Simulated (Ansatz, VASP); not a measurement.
## Si12B2O27 (boron-doped silica glass): VASP beside Ansatz

One calculation is typed for both programs; each brings its own data sets. How far apart do they land? The structure shown is the start of the Ansatz relaxation below; VASP solves that cell, so the two are compared at the walk's first step.

Program: Ansatz 0.2.0. Level of theory: plane waves, with VASP 6.6.1 beside it; single point at PBE. Results are calculated unless marked as measured.

## Step 1: Set-up

The cell holds 41 atoms: 12 Si, 2 B and 27 O. Cell: a = 8.513 Å, b = 8.513 Å, c = 8.513 Å, α = 90.0°, β = 90.0°, γ = 90.0°. As first built, before any earlier steps moved the atoms (in the runner's words): kind boron-doped silica glass; units_of_the_quenched_model {'SiO2': 12, 'B2O3': 1}; melt_K 2200; rate_K_ps 20; atoms 41.

## Step 2: Ansatz: relaxation, PBE

Ansatz runs on its PAW soft_1 files.

The two programs are compared at the cell with which this relaxation starts, whose forces are those of its first step.

The input, input.yaml:

```yaml
crystal:
  lattice:
    - [8.5132, 0.0, 0.0]
    - [0.0, 8.5132, 0.0]
    - [0.0, 0.0, 8.5132]
  atoms:
    - { symbol: Si, position: [0.290436, 0.592063, 0.111417] }
    - { symbol: Si, position: [0.393842, 0.954512, 0.181807] }
    - { symbol: Si, position: [0.723055, 0.072832, 0.342641] }
    - { symbol: Si, position: [0.818959, 0.607688, 0.984151] }
    - { symbol: Si, position: [0.073224, 0.971558, 0.386191] }
    - { symbol: Si, position: [0.688844, 0.892318, 0.662582] }
    - { symbol: Si, position: [0.484613, 0.10357, 0.858164] }
    - { symbol: Si, position: [0.75328, 0.452414, 0.330417] }
    - { symbol: Si, position: [0.086967, 0.591286, 0.437763] }
    - { symbol: Si, position: [0.156453, 0.109686, 0.725709] }
    - { symbol: Si, position: [0.519579, 0.46738, 0.875541] }
    - { symbol: Si, position: [0.099236, 0.479986, 0.799519] }
    - { symbol: B, position: [0.952524, 0.865801, 0.849516] }
    - { symbol: B, position: [0.543253, 0.592895, 0.573252] }
    - { symbol: O, position: [0.365379, 0.768566, 0.134407] }
    - { symbol: O, position: [0.237489, 0.998592, 0.287203] }
    - { symbol: O, position: [0.067802, 0.782676, 0.42542] }
    - { symbol: O, position: [0.648093, 0.609233, 0.898914] }
    - { symbol: O, position: [0.864593, 0.833001, 0.713891] }
    - { symbol: O, position: [0.917813, 0.494049, 0.862793] }
    - { symbol: O, position: [0.066537, 0.982372, 0.841037] }
    - { symbol: O, position: [0.138732, 0.291844, 0.78727] }
    - { symbol: O, position: [0.088448, 0.075842, 0.548636] }
    - { symbol: O, position: [0.397964, 0.062845, 0.023525] }
    - { symbol: O, position: [0.430155, 0.474126, 0.048895] }
    - { symbol: O, position: [0.725434, 0.262932, 0.313636] }
    - { symbol: O, position: [0.704507, 0.02939, 0.529859] }
    - { symbol: O, position: [0.130841, 0.553792, 0.623832] }
    - { symbol: O, position: [0.464243, 0.511847, 0.692784] }
    - { symbol: O, position: [0.920241, 0.496476, 0.417282] }
    - { symbol: O, position: [0.559839, 0.279874, 0.859858] }
    - { symbol: O, position: [0.609927, 0.519573, 0.442234] }
    - { symbol: O, position: [0.568298, 0.988605, 0.261128] }
    - { symbol: O, position: [0.347027, 0.08258, 0.725353] }
    - { symbol: O, position: [0.618588, 0.973133, 0.821161] }
    - { symbol: O, position: [0.911747, 0.776689, 0.980969] }
    - { symbol: O, position: [0.78272, 0.534083, 0.157334] }
    - { symbol: O, position: [0.578828, 0.751601, 0.595265] }
    - { symbol: O, position: [0.903397, 0.012268, 0.302724] }
    - { symbol: O, position: [0.185438, 0.576039, 0.946215] }
    - { symbol: O, position: [0.198496, 0.551891, 0.278943] }
  symmetry: { detect: false }
kpoints:
  mp_grid: { grid: [2, 2, 2] }
scf:
  occupations: { method: fermi_dirac, width: 0.05 }
hamiltonian:
  xc: pbe
  pseudopotentials: { kind: paw, azcp: { folder: soft_1 } }
output:
  forces: true
  stress: true
relax:
  f_tol: 0.04
  max_steps: 100
  escape_saddle: false
  cell: { stress_tol: 0.4, fix: [] }
```

Command:

```sh
$ ansatz run input.yaml --threads 4 --pin off --max-ram 16384MiB --backend cpu --events-out ev --progress --plain --runs-dir out
```

Numbers of over 12 decimals in the logs are rounded to 6 here.

The log of the run:

```text
Engine: ansatz 0.2.0, aarch64-unknown-linux-gnu
Pseudopotentials: kind: paw
Pseudopotential: Si, paw, valence charge 4, recommended cutoff 420 eV (normal), soft_1/Si.paw.azcp
Pseudopotential: B, paw, valence charge 3, recommended cutoff 420 eV (normal), soft_1/B.paw.azcp
Pseudopotential: O, paw, valence charge 6, recommended cutoff 420 eV (normal), soft_1/O.paw.azcp
Functional definition: PBE
  parameter kappa = 0.804
  parameter beta = 0.066725
  exchange = pbe_x(kappa = kappa, mu = beta*pi^2/3)
  correlation = pbe_c(beta = beta)
Crystal: 41 atoms, lattice volume = 616.991 Å³
Basis set: ecut = 420 eV, 12053 PW (Γ), exchange–correlation on 120×120×120 points (8 copies of the dense FFT grid, shifted against one another)
Bands: 149, of which v1, the nominal top of the filled ones, is band 108 counted from 1 (107 counted from 0)
Symmetry: 1 space group operations
k-points: 8
Non-local potential: Si, projectors of the file, l = 0: 2, l = 1: 2, l = 2: 1
Non-local potential: B, projectors of the file, l = 0: 2, l = 1: 2, l = 2: 1
Non-local potential: O, projectors of the file, l = 0: 2, l = 1: 2, l = 2: 1
PAW form: soft (Blöchl's): semilocal exchange-correlation on the pseudo side does not see the compensation charge
PAW one-centre angular grid: Si, 110 points (default); XC on 64 Gauss nodes
PAW one-centre angular grid: B, 110 points (default); XC on 64 Gauss nodes
PAW one-centre angular grid: O, 110 points (default); XC on 64 Gauss nodes
Initial density: superposition of atomic densities (chi_scale 0.1, normalization cell, long waves kept (reshape's long-wave potential 0.03 eV rms))
Initial wavefunctions: pseudopotential atomic-orbital guess
Functional: x = pbe(κ = 0.804, μ = 0.219515), c = pbe(β = 0.066725)
SCF iter   1: F=—  HF=-23325.376410 eV  |F-HF|=—  |Δ(HF+E_count)|=         —  Δρ=1.18e-1  dr2=8.01e1  ethr=3.10e-3  ⟨swp⟩=6.0  Hψ=5358  notcnv=0  defer=125
preconditioner: auto → Resta (q_TF=auto, 2.290 Å⁻¹)  ε∞=2.6  [insulator: Δε(μ)=6.422 eV  Ē_g=17.324 eV  σ=0.050 eV  W_gap=1.00  n_scr=122 (ndim 8)  ℏωp=22.0 eV  f_vac=0.155  D(μ)=0.00/eV (n_scr^D=0)  ε∞_Penn≈2.6]
SCF iter   2: F=—  HF=-23303.607835 eV  |F-HF|=—  |Δ(HF+E_count)|=    2.18e1  Δρ=4.15e-2  dr2=4.52e0  ethr=3.10e-3  ⟨swp⟩=3.9  Hψ=2956  notcnv=0  defer=272
SCF iter   3: F=—  HF=-23303.177034 eV  |F-HF|=—  |Δ(HF+E_count)|=   4.31e-1  Δρ=1.97e-2  dr2=1.44e0  ethr=2.09e-3  ⟨swp⟩=2.0  Hψ=1208  notcnv=0  defer=272
SCF iter   4: F=—  HF=-23303.173800 eV  |F-HF|=—  |Δ(HF+E_count)|=   3.23e-3  Δρ=2.47e-3  dr2=3.47e-2  ethr=6.65e-4  ⟨swp⟩=3.1  Hψ=1961  notcnv=0  defer=277
SCF iter   5: F=—  HF=-23303.184336 eV  |F-HF|=—  |Δ(HF+E_count)|=   1.05e-2  Δρ=1.49e-3  dr2=1.13e-2  ethr=1.60e-5  ⟨swp⟩=2.0  Hψ=1874  notcnv=0  defer=280
SCF iter   6: F=—  HF=-23303.186131 eV  |F-HF|=—  |Δ(HF+E_count)|=   1.80e-3  Δρ=3.53e-4  dr2=1.25e-3  ethr=5.21e-6  ⟨swp⟩=2.0  Hψ=1714  notcnv=0  defer=280
SCF iter   7: F=—  HF=-23303.186573 eV  |F-HF|=—  |Δ(HF+E_count)|=   4.42e-4  Δρ=1.33e-4  dr2=1.42e-4  ethr=5.81e-7  ⟨swp⟩=2.0  Hψ=1417  notcnv=0  defer=280
SCF iter   8: F=—  HF=-23303.186582 eV  |F-HF|=—  |Δ(HF+E_count)|=   8.49e-6  Δρ=7.77e-5  dr2=2.91e-5  ethr=6.58e-8  ⟨swp⟩=2.0  Hψ=1559  notcnv=0  defer=280
SCF iter   9: F=—  HF=-23303.185923 eV  |F-HF|=—  |Δ(HF+E_count)|=   6.59e-4  Δρ=1.59e-5  dr2=1.43e-6  ethr=1.35e-8  ⟨swp⟩=2.0  Hψ=1849  notcnv=0  defer=280
SCF iter  10: F=—  HF=-23303.185923 eV  |F-HF|=—  |Δ(HF+E_count)|=   5.89e-8  Δρ=5.21e-6  dr2=1.57e-7  ethr=6.64e-10  ⟨swp⟩=2.0  Hψ=1669  notcnv=0  defer=280
SCF iter  11: F=-23303.185923 eV  HF=-23303.185923 eV  |F-HF|=3.48e-8  |Δ(HF+E_count)|=   3.89e-9  Δρ=3.41e-6  dr2=5.53e-8  ethr=4.63e-11  ⟨swp⟩=5.0  Hψ=4284  notcnv=0
SCF 1 converged in 11 iterations: F = -23303.185923 eV  dr2 = 5.53e-8
  greatest PAW one-centre occupation: 0.864 electrons in one spin orbital (limit 2), on the O atom at site 17 (counted from 0), in its partial waves of l = 0
relax step   1: F+E_penalty+E_count = -23303.18592298 eV  Δ(F+E_penalty+E_count) = +0.000e0 eV  max|allowed force component| = 1.566e0 eV/Å  Δτ_max = 0.0000 Å  P = -4.679 GPa  Ω = 616.991 Å³  (11 SCF iters, dr2 threshold 1.00e-7 eV, accepted)
Crystal: 41 atoms, lattice volume = 611.277 Å³
Basis set: ecut = 420 eV, 11971 PW (Γ), exchange–correlation on 120×120×120 points (8 copies of the dense FFT grid, shifted against one another)
Initial density: handed on by an earlier stage of this run
Initial wavefunctions: those handed on with the density
iter 1 solved again at ethr=1.40e-4 eV; its pass at ethr=3.10e-3 eV (dr2=3.02e-1 eV) is discarded
SCF iter   1: F=—  HF=-23304.335697 eV  |F-HF|=—  |Δ(HF+E_count)|=         —  Δρ=8.99e-3  dr2=3.04e-1  ethr=1.40e-4  ⟨swp⟩=4.9  Hψ=6725  notcnv=0
[...]
iter 1 solved again at ethr=2.49e-7 eV; its pass at ethr=3.10e-3 eV (dr2=5.37e-4 eV) is discarded
SCF iter   1: F=—  HF=-23305.467912 eV  |F-HF|=—  |Δ(HF+E_count)|=         —  Δρ=7.42e-5  dr2=3.36e-6  ethr=2.49e-7  ⟨swp⟩=5.0  Hψ=10274  notcnv=0
preconditioner: auto → Resta (q_TF=auto, 2.308 Å⁻¹)  ε∞=2.9  [insulator: Δε(μ)=5.340 eV  Ē_g=16.380 eV  σ=0.050 eV  W_gap=1.00  n_scr=116 (ndim 8)  ℏωp=22.5 eV  f_vac=0.230  D(μ)=0.00/eV (n_scr^D=0)  ε∞_Penn≈2.9]
[...]
SCF converged after 4 iterations
Free energy (F): -23305.468352 eV
Harris-Foulkes:  -23305.468352 eV  (|F-HF|=3.76e-9)
Internal energy: -23305.468352 eV  (E = F + TS)
E sigma→0 (E₀):  -23305.468352 eV
Fermi energy:    3.859166 eV
--- Per-component energies (eV) ---
  E_band       = -1248.776775
  E_kinetic    = 5258.705152
  E_local      = -15916.418783  (includes V_loc(G=0)·N_el)
  E_nonlocal   = 1690.769090
  E_hartree    = 6039.482557
  E_xc         = -2685.102181
  E_vxc        = -3129.042795  (∫ρ·V_xc dr)
  E_paw        = -10717.986454  (= ΣΔE_a)
  E_vpaw       = -1231.776859  (= ΣTr[D̂ρ^β])
  E_aug_tail   = 0.022308  (compensation charges beyond the density's cutoff)
  E_ewald      = -6974.940042
  E_smearing   = -0.000000  (= −TS)
  E_closure    = 0.000000  (closes the sum)
  Σ components = -23305.468352   (vs F -23305.468352, Δ=0.00e0)
--- Forces (eV/Å), atoms counted from 1 ---
  atom   1  Si     0.00083710     0.00065512     0.00352671
  atom   2  Si     0.00242032    -0.00149434     0.00200873
  atom   3  Si     0.00455257    -0.00481606    -0.00724794
  atom   4  Si     0.00597711     0.00693921     0.00886058
  atom   5  Si    -0.00096548    -0.00012168     0.00039510
  atom   6  Si     0.00892203    -0.00235360     0.00477022
  atom   7  Si    -0.00521095    -0.00171990    -0.00180430
  atom   8  Si     0.00389601     0.00542809    -0.00678117
  atom   9  Si    -0.00150045     0.00801214    -0.00354619
  atom  10  Si     0.00738997    -0.00022904    -0.00687292
  atom  11  Si     0.00554066     0.00091658    -0.00403167
  atom  12  Si    -0.00609247     0.00890289     0.00412682
  atom  13  B     -0.01745311    -0.01473104    -0.00960034
  atom  14  B      0.00538040    -0.00010736     0.00003669
  atom  15  O     -0.00150075    -0.00359333    -0.00010479
  atom  16  O     -0.00102111     0.00151121    -0.00041347
  atom  17  O      0.00201748    -0.00435820     0.00145541
  atom  18  O     -0.00904728    -0.00099890    -0.00145940
  atom  19  O      0.00176007     0.00180836     0.00162662
  atom  20  O      0.00299491    -0.00432466    -0.00514311
  atom  21  O      0.00366409     0.00820711     0.00476871
  atom  22  O      0.00033471     0.00013776     0.00324330
  atom  23  O      0.00189419     0.00290224     0.00454985
  atom  24  O      0.00022744     0.00045618    -0.00108505
[...]
atom  34  O     -0.00071748    -0.00065787     0.00085903
  atom  35  O     -0.00281370     0.00042678     0.00014357
  atom  36  O      0.00655402     0.00095130    -0.00503604
  atom  37  O     -0.00105292    -0.00273015     0.00479091
  atom  38  O     -0.00618600    -0.00711374     0.00040525
  atom  39  O     -0.00289089     0.00200304     0.00124217
  atom  40  O      0.00093326    -0.00274296    -0.00350559
  atom  41  O      0.00128321    -0.00186837    -0.00149059
  max |Σ_I F_I| component: 8.84e-6 eV/Å
--- Stress (GPa, compression-positive) ---
        0.036219      -0.027026       0.021713
       -0.027025       0.025854      -0.021179
        0.021721      -0.021177      -0.002939
  P = ⅓ Tr σ = 0.0197 GPa (0.197 kbar)
--- Relaxed structure (9 steps of the walk, 9 accepted, 2 SCFs on fresh bases) ---
  F+E_penalty+E_count = -23305.46835220 eV   max|allowed force component| = 1.745e-2 eV/Å   (the final SCF, on the basis selected at the relaxed cell)
  cell:  # Å, volume = 589.5633 Å³
    - [8.604376, -0.510182, 0.341058]
    - [-0.510182, 8.465613, -0.217217]
    - [0.341058, -0.217217, 8.140947]
  atoms:
    - { symbol: Si, position: [0.281546, 0.597318, 0.094831] }
    - { symbol: Si, position: [0.412618, 0.951519, 0.190541] }
    - { symbol: Si, position: [0.748611, 0.062254, 0.336388] }
    - { symbol: Si, position: [0.824818, 0.602370, 0.981048] }
    - { symbol: Si, position: [0.076902, 0.967443, 0.392402] }
    - { symbol: Si, position: [0.682770, 0.893866, 0.658913] }
    - { symbol: Si, position: [0.466513, 0.101680, 0.859893] }
    - { symbol: Si, position: [0.769537, 0.434028, 0.329719] }
    - { symbol: Si, position: [0.076573, 0.597888, 0.436968] }
    - { symbol: Si, position: [0.143096, 0.128115, 0.738276] }
    - { symbol: Si, position: [0.516848, 0.455336, 0.871243] }
    - { symbol: Si, position: [0.101222, 0.497349, 0.788017] }
    - { symbol: B, position: [0.927637, 0.891072, 0.868491] }
    - { symbol: B, position: [0.562612, 0.572888, 0.563971] }
    - { symbol: O, position: [0.385967, 0.766925, 0.122826] }
    - { symbol: O, position: [0.259533, 0.988749, 0.314227] }
    - { symbol: O, position: [0.038671, 0.780102, 0.432046] }
    - { symbol: O, position: [0.651479, 0.596364, 0.919089] }
    - { symbol: O, position: [0.843223, 0.857831, 0.732222] }
    - { symbol: O, position: [0.914380, 0.496615, 0.837859] }
    - { symbol: O, position: [0.036062, 1.022362, 0.878116] }
    - { symbol: O, position: [0.141279, 0.315664, 0.786644] }
    - { symbol: O, position: [0.079393, 0.085515, 0.557478] }
    - { symbol: O, position: [0.404397, 0.078181, 0.050374] }
    - { symbol: O, position: [0.386857, 0.455111, 0.029433] }
    - { symbol: O, position: [0.753574, 0.244953, 0.284618] }
    - { symbol: O, position: [0.713774, 0.039125, 0.533664] }
    - { symbol: O, position: [0.154963, 0.574136, 0.608939] }
    - { symbol: O, position: [0.467172, 0.506033, 0.693319] }
    - { symbol: O, position: [0.913482, 0.479694, 0.446825] }
    - { symbol: O, position: [0.569637, 0.276453, 0.847892] }
    - { symbol: O, position: [0.607405, 0.476614, 0.431281] }
    - { symbol: O, position: [0.591006, 0.970220, 0.254728] }
    - { symbol: O, position: [0.323057, 0.088359, 0.739930] }
    - { symbol: O, position: [0.569757, 0.956250, 0.810797] }
    - { symbol: O, position: [0.907236, 0.786894, 0.994076] }
    - { symbol: O, position: [0.813467, 0.529986, 0.161965] }
    - { symbol: O, position: [0.608920, 0.733363, 0.561541] }
    - { symbol: O, position: [0.927726, 0.00889246, 0.291186] }
    - { symbol: O, position: [0.178386, 0.609810, 0.937291] }
    - { symbol: O, position: [0.184732, 0.550579, 0.270171] }
```

The column dr2 measures how far the density is from self-consistency, as an energy; F and HF (Harris–Foulkes) agree once it is small.

(Continued in part 2 of 2.)

[Lines on the potential files, build, host, timing and source positions are cut from VASP's logs without a mark.]

[Logs are printed without paths, hosts, clocks, repeated set-up lines and the standing remarks that a program may print on its own settings, such as how far it seeks lower states.]

[Hosts, paths, dates, database ids (printed as entryN), source tags and the programs' standing remarks are cut or masked in the printed files.]
